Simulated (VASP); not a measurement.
The system is Sn.

```
CELL_PARAMETERS angstrom
-2.91964 2.91964 1.59380
2.91964 -2.91964 1.59380
2.91964 2.91964 -1.59380
ATOMIC_POSITIONS crystal
Sn 0.00000 0.00000 0.00000
Sn 0.75000 0.25000 0.50000
```

Base run:

| Item | Value |
| --- | --- |
| Program | VASP 6.6.1 |
| Functional | LDA |
| Potentials or basis | VASP PAW LDA potentials, release 64 (Sn_d) |
| Cutoff | 520 eV |
| k mesh | 12 × 12 × 12 |
| Occupations | fermi-dirac, width 0.05 eV |
| Spin | no spin polarisation |

Its results: band gap on the k mesh none (metal or under the smearing width); pressure -2.1 GPa.

Question: The run is repeated on the same cell with these changes: cutoff from 520 eV to 300 eV; k mesh from 12 × 12 × 12 to 4 × 4 × 4. What comes out?

Answer: Band gap on the k mesh none (metal or under the smearing width); pressure -2.6 GPa.

Caveats: some runs use coarse meshes.

Not every run made on this cell is shown here.
